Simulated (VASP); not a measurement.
```
WSe2
1.0
    3.27219     0.00000     0.00000
   -1.63610     2.83380     0.00000
    0.00000     0.00000    16.73723
W Se
1 2
Cartesian
  0.00000   0.00000   0.00000
  0.00000   1.88920   1.67508
  0.00000   1.88920  15.06214
```

Computed with PBEsol GGA, VASP's PBE PAW potentials (set 64) (plane waves; VASP 6.6.1). Numerical set-up: 400 eV cut-off, Gaussian smearing of 0.050 eV, potentials W_sv Se.

The cell holds a wide vacuum, so values per volume refer to the whole cell. Unless said otherwise, spin-orbit coupling is left out, though it shifts the bands of the heavy elements here.

Predict the band gap (along the path) with the smallest direct gap where there is one.

- band gap (along the path): 1.68 eV
- smallest direct gap (along the path): 1.69 eV

Total energies compare only between runs with the same potentials, cut-off and functional.

The cell is a sheet with vacuum, built from a database entry that may be metastable or hypothetical.
